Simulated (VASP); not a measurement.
```yaml
crystal:
  lattice:
    - [0.00000, 2.90241, 2.90241]
    - [2.90241, 0.00000, 2.90241]
    - [2.90241, 2.90241, 0.00000]
  atoms:
    - { symbol: Ga, position: [0.00000, 0.00000, 0.00000] }
    - { symbol: As, position: [0.25000, 0.25000, 0.25000] }
```

These are HSEsol screened hybrid, VASP's PBE PAW potentials (set 64) (plane waves; VASP) values and carry that method's errors. Run with 520 eV cut-off, 6×6×6 Γ-centred mesh, Gaussian smearing of 0.050 eV, potentials Ga_d As.

Q: Give the stress tensor in GPa (positive for a compressed cell).

A: 
```
-5.98   0.00   0.00
 0.00  -5.98   0.00
 0.00   0.00  -5.98
```
The pressure is its mean diagonal, -5.98 GPa.

The compound is GaAs in the zinc blende structure. This cell is one point of a volume scan, at 1.03 of the reference volume. The cell's shape comes from a PBE relaxation.
